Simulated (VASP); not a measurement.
Level of theory: PBEsol GGA, VASP's PBE PAW potentials (set 64) (plane waves; VASP).

VASP input:

### INCAR
```
# general
SYSTEM  =ZnS
PREC    =Accurate
ENCUT   =400   # plane-wave cut-off (eV)
LREAL   =.FALSE.   # projection in real space or not
LASPH   =.TRUE.   # aspherical one-centre terms

# electronic loop
EDIFF   =1E-8
NELM    =100   # most electronic steps
ALGO    =Normal   # blocked Davidson
LMAXMIX =4

# smearing
ISMEAR  =0   # Gaussian
SIGMA   =0.01   # width (eV)

# functional
GGA     =PS

# ions
IBRION  =8
NSW     =1   # most ionic steps

# output
LWAVE   =.FALSE.
LCHARG  =.FALSE.

# other
LEPSILON=.TRUE.
```

**POSCAR**
```
ZnS
1
    0.0000000000     2.6776703000     2.6776703000
    2.6776703000     0.0000000000     2.6776703000
    2.6776703000     2.6776703000     0.0000000000
Zn S
1 1
Direct
  0.0000000000   0.0000000000   0.0000000000
  0.2500000000   0.2500000000   0.2500000000
```

KPOINTS:
```
Automatic
0
G
9 9 9
0 0 0
```

POTCAR, in this order: Zn S (PBE.64 set). Program: vasp_std.

The run wrote:

File OUTCAR:
```


 HEAD OF MICROSCOPIC STATIC DIELECTRIC TENSOR (INDEPENDENT PARTICLE, excluding Hartree and local field effects)
 ------------------------------------------------------
           6.557647     0.000000    -0.000000
          -0.000000     6.557647    -0.000000
           0.000000    -0.000000     6.557647
 ------------------------------------------------------

 MACROSCOPIC STATIC DIELECTRIC TENSOR (including local field effects in DFT)
 ------------------------------------------------------
           6.119358    -0.000000    -0.000000
          -0.000000     6.119358    -0.000000
           0.000000     0.000000     6.119358
 ------------------------------------------------------

 PIEZOELECTRIC TENSOR (including local field effects)  for field in x, y, z        (e  Angst)
          XX          YY          ZZ          XY          YZ          ZX
  --------------------------------------------------------------------------------
  x     0.00000     0.00000     0.00000     0.00000    -1.61169     0.00000
  y     0.00000     0.00000    -0.00000     0.00000     0.00000    -1.61169
  z     0.00000     0.00000     0.00000    -1.61169     0.00000     0.00000

 PIEZOELECTRIC TENSOR (including local field effects)  for field in x, y, z        (C/m^2)
          XX          YY          ZZ          XY          YZ          ZX
  --------------------------------------------------------------------------------
  x     0.00000     0.00000     0.00000     0.00000    -0.67250     0.00000
  y     0.00000     0.00000    -0.00000     0.00000     0.00000    -0.67250
  z     0.00000     0.00000     0.00000    -0.67250     0.00000     0.00000

 BORN EFFECTIVE CHARGES (including local field effects) (in |e|, cummulative output)
 ---------------------------------------------------------------------------------
 ion    1
    1     1.96466     0.00000     0.00000
    2     0.00000     1.96466     0.00000
    3     0.00000     0.00000     1.96466
 ion    2
    1    -1.96466     0.00000     0.00000
    2     0.00000    -1.96466     0.00000
    3     0.00000     0.00000    -1.96466
```
(Selected blocks of OUTCAR.)

The dielectric response may not be converged in the k-mesh; for small gaps it tends to come out too large.

The compound is ZnS in the zinc blende structure. It was relaxed first.
